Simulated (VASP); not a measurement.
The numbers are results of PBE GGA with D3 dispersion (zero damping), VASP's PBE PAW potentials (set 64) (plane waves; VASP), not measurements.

A VASP calculation is set up with these files.

### POSCAR
```
KBr
1
    0.0000000000     3.4131370993     3.4131370993
    3.4131370993     0.0000000000     3.4131370993
    3.4131370993     3.4131370993     0.0000000000
K Br
1 1
Direct
  0.0000000000   0.0000000000   0.0000000000
  0.5000000000   0.5000000000   0.5000000000
```

KPOINTS:
```
Automatic
0
gamma
7 7 7
```

INCAR:
```
SYSTEM = KBr
PREC = Accurate; ENCUT = 520; LREAL = F
LASPH = T
EDIFF = 1E-7; NELM = 100; ALGO = Normal
LMAXMIX = 4
ISMEAR = 0; SIGMA = 0.05
GGA = PE; IVDW = 11
ISIF = 2
LWAVE = F; LCHARG = F
```

POTCAR, in this order: K_sv Br (PBE.64 set). Program: vasp_std.

What VASP printed:

OSZICAR:
```
       N       E                     dE             d eps       ncg     rms          rms(c)
DAV:   1     0.989495425752E+02    0.98950E+02   -0.69535E+03   480   0.116E+03
DAV:   2    -0.679896895708E-01   -0.99018E+02   -0.94546E+02   620   0.260E+02
DAV:   3    -0.619033929422E+01   -0.61223E+01   -0.60959E+01   612   0.604E+01
DAV:   4    -0.641495691735E+01   -0.22462E+00   -0.22436E+00   876   0.100E+01
DAV:   5    -0.641593465266E+01   -0.97774E-03   -0.97772E-03   624   0.758E-01    0.267E+00
DAV:   6    -0.621921570477E+01    0.19672E+00   -0.31568E-01   576   0.281E+00    0.192E+00
DAV:   7    -0.620391380676E+01    0.15302E-01   -0.14374E-01   612   0.217E+00    0.949E-01
DAV:   8    -0.621471937549E+01   -0.10806E-01   -0.18300E-02   660   0.108E+00    0.133E-01
DAV:   9    -0.621545074279E+01   -0.73137E-03   -0.93414E-04   636   0.211E-01    0.847E-02
DAV:  10    -0.621594838721E+01   -0.49764E-03   -0.55133E-04   584   0.174E-01    0.146E-02
DAV:  11    -0.621595428026E+01   -0.58931E-05   -0.22481E-05   660   0.328E-02    0.713E-03
DAV:  12    -0.621595680004E+01   -0.25198E-05   -0.34716E-06   592   0.159E-02    0.379E-03
DAV:  13    -0.621595728163E+01   -0.48159E-06   -0.79841E-07   612   0.553E-03    0.748E-04
DAV:  14    -0.621595730837E+01   -0.26745E-07   -0.17822E-07   572   0.331E-03
   1 F= -.66342631E+01 E0= -.66342631E+01  d E =-.181248E-15
```

File OUTCAR:
```
------------------------ aborting loop because EDIFF is reached ----------------------------------------
 Edisp (eV)   -0.41831
  FORCE on cell =-STRESS in cart. coord.  units (eV):
  Direction    XX          YY          ZZ          XY          YZ          ZX
  --------------------------------------------------------------------------------------
  Total      -0.35331    -0.35331    -0.35331     0.00000     0.00000    -0.00000
  in kB      -7.11824    -7.11824    -7.11824     0.00000     0.00000    -0.00000
  external pressure =       -7.12 kB  Pullay stress =        0.00 kB
  volume of cell :       79.52
      direct lattice vectors                 reciprocal lattice vectors
     0.000000000  3.413137099  3.413137099    -0.146492797  0.146492797  0.146492797
     3.413137099  0.000000000  3.413137099     0.146492797 -0.146492797  0.146492797
     3.413137099  3.413137099  0.000000000     0.146492797  0.146492797 -0.146492797
  FREE ENERGIE OF THE ION-ELECTRON SYSTEM (eV)
  ---------------------------------------------------
  free  energy   TOTEN  =        -6.6342631213 eV

  energy  without entropy=       -6.6342631213  energy(sigma->0) =       -6.63426312
```
(Selected blocks of OUTCAR.)

The compound is KBr in the rock salt structure. This cell is one point of a volume scan, at 1.06 of the reference volume.
